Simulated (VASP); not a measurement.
Method: revTPSS meta-GGA, VASP's PBE PAW potentials (set 64) (plane waves; VASP 6.6.1).

VASP input:

KPOINTS_OPT:
```
k-points along high-symmetry lines
10
Line-mode
Reciprocal
  0.000000   0.000000   0.000000 ! GAMMA
  0.500000   0.000000   0.500000 ! X

  0.500000   0.000000   0.500000 ! X
  0.625000   0.250000   0.625000 ! U

  0.375000   0.375000   0.750000 ! K
  0.000000   0.000000   0.000000 ! GAMMA

  0.000000   0.000000   0.000000 ! GAMMA
  0.500000   0.500000   0.500000 ! L

  0.500000   0.500000   0.500000 ! L
  0.500000   0.250000   0.750000 ! W

  0.500000   0.250000   0.750000 ! W
  0.500000   0.000000   0.500000 ! X
```

**KPOINTS**
```
Regular mesh
0
Gamma
8 8 8
```

INCAR:
```
ENCUT = 520   # plane-wave cut-off (eV)
ISMEAR = -5
LORBIT = 11
METAGGA = RTPSS
EDIFF = 1E-7
LASPH = .True.   # aspherical one-centre terms
LMAXMIX = 4   # l cut-off of mixed one-centre charges
LREAL = .False.
LCHARG = .False.
ALGO = Normal   # blocked Davidson
LMIXTAU = .True.
ISIF = 2   # forces and stress, cell fixed
PREC = Accurate
SYSTEM = KBr
NELM = 100   # most electronic steps
LWAVE = .False.
NEDOS = 601   # DOS grid
```

File POSCAR:
```
KBr
4.7319080
  0.0000000000   0.7071067923   0.7071067923
  0.7071067923   0.0000000000   0.7071067923
  0.7071067923   0.7071067923   0.0000000000
K Br
1 1
direct
  0.0000000000   0.0000000000   0.0000000000
  0.5000000000   0.5000000000   0.5000000000
```

POTCAR, in this order: K_sv Br (PBE.64 set). Program: vasp_std.

Output of the run:

### OSZICAR
```
       N       E                     dE             d eps       ncg     rms          rms(c)
DAV:   1     0.118464843662E+03    0.11846E+03   -0.77864E+03  1136   0.198E+03
DAV:   2     0.169243942691E+02   -0.10154E+03   -0.92753E+02  1104   0.335E+02
DAV:   3     0.419153290362E+01   -0.12733E+02   -0.12513E+02  1248   0.143E+02
DAV:   4     0.358757518921E+01   -0.60396E+00   -0.60085E+00  1136   0.235E+01
DAV:   5     0.353257736335E+01   -0.54998E-01   -0.54825E-01  1208   0.837E+00    0.109E+02
DAV:   6     0.192695736627E+01   -0.16056E+01   -0.12199E+02   752   0.169E+02    0.413E+01
DAV:   7     0.105945100611E+01   -0.86751E+00   -0.17301E+00   892   0.101E+01    0.282E+01
DAV:   8     0.118037653615E+01    0.12093E+00   -0.18374E-01   892   0.535E+00    0.215E+01
DAV:   9     0.107695480847E+01   -0.10342E+00   -0.99512E-02   840   0.428E+00    0.857E+00
DAV:  10     0.103488955204E+01   -0.42065E-01   -0.54763E-02   788   0.261E+00    0.160E+00
DAV:  11     0.104910597828E+01    0.14216E-01   -0.71153E-02   992   0.369E+00    0.108E+00
DAV:  12     0.101726532583E+01   -0.31841E-01   -0.20701E-02   808   0.223E+00    0.319E-01
DAV:  13     0.101055945174E+01   -0.67059E-02   -0.51557E-03  1100   0.815E-01    0.829E-01
DAV:  14     0.100965606652E+01   -0.90339E-03   -0.46459E-04   892   0.249E-01    0.507E-01
DAV:  15     0.100905857866E+01   -0.59749E-03   -0.23466E-04   952   0.227E-01    0.208E-01
DAV:  16     0.100904633231E+01   -0.12246E-04   -0.12380E-04  1124   0.149E-01    0.165E-02
DAV:  17     0.100898049430E+01   -0.65838E-04   -0.58669E-05  1156   0.752E-02    0.114E-02
DAV:  18     0.100896295291E+01   -0.17541E-04   -0.13900E-05  1140   0.452E-02    0.552E-03
DAV:  19     0.100895492097E+01   -0.80319E-05   -0.63701E-06   800   0.299E-02    0.111E-02
DAV:  20     0.100895426210E+01   -0.65886E-06   -0.72397E-07  1248   0.750E-03    0.363E-03
DAV:  21     0.100895396158E+01   -0.30052E-06   -0.80751E-08   608   0.356E-03    0.494E-03
DAV:  22     0.100895380205E+01   -0.15953E-06   -0.15493E-07  1032   0.302E-03    0.734E-04
DAV:  23     0.100895376801E+01   -0.34044E-07   -0.37317E-08   604   0.259E-03
   1 F= 0.10089538E+01 E0= 0.10089538E+01  d E =0.000000E+00
       N       E                     dE             ncg
       N       E                     dE             ncg
       N       E                     dE             ncg
```

**OUTCAR**
```
------------------------ aborting loop because EDIFF is reached ----------------------------------------
  FORCE on cell =-STRESS in cart. coord.  units (eV):
  Direction    XX          YY          ZZ          XY          YZ          ZX
  --------------------------------------------------------------------------------------
  Total        0.0068797      0.0068797      0.0068797      0.0000000      0.0000000     -0.0000000
  in kB        0.1471245      0.1471245      0.1471245      0.0000000      0.0000000     -0.0000000
  external PRESSURE =       0.1471245 kB  Pullay stress =       0.0000000 kB
  volume of cell :       74.92
      direct lattice vectors                 reciprocal lattice vectors
     0.000000000  3.345964287  3.345964287    -0.149433753  0.149433753  0.149433753
     3.345964287  0.000000000  3.345964287     0.149433753 -0.149433753  0.149433753
     3.345964287  3.345964287  0.000000000     0.149433753  0.149433753 -0.149433753
  FREE ENERGIE OF THE ION-ELECTRON SYSTEM (eV)
  ---------------------------------------------------
  free  energy   TOTEN  =         1.0089537680 eV

  energy  without entropy=        1.0089537680  energy(sigma->0) =        1.00895377

 total charge

# of ion       s       p       d       tot
------------------------------------------
    1        1.953   5.551   0.020   7.524
    2        1.563   3.304   0.001   4.867
--------------------------------------------------
tot          3.516   8.854   0.021  12.391
```
(Selected blocks of OUTCAR.)

The compound is KBr in the rock salt structure. It was relaxed first.
